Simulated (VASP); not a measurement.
Here is the system:

```xyz
1
Lattice="-1.5988 1.5988 1.5988 1.5988 -1.5988 1.5988 1.5988 1.5988 -1.5988" Properties=species:S:1:pos:R:3 pbc="T T T"
Mo     0.0000     0.0000     0.0000
```

The numbers are results of PBE GGA with D3 dispersion (zero damping), VASP's PBE PAW potentials (set 64) (plane waves; VASP), not measurements. Numerical set-up: 520 eV cut-off, 16×16×16 Γ-centred mesh, first-order Methfessel-Paxton smearing of 0.10 eV, potentials Mo_sv.

Question: What does the run give for the energy per atom (σ→0), pressure, band gap (on the k-mesh) with the smallest direct gap where there is one?

Answer: 
- band gap (on the k-mesh) = none (metal, semimetal or under 0.01 eV)
- energy per atom (σ→0) = -11.426 eV/atom
- pressure = -14.74 GPa

The absolute energy has meaning only against runs of the same code, potentials and settings.

The compound is Mo in the bcc structure. This cell is one point of a volume scan, at 1.06 of the reference volume.
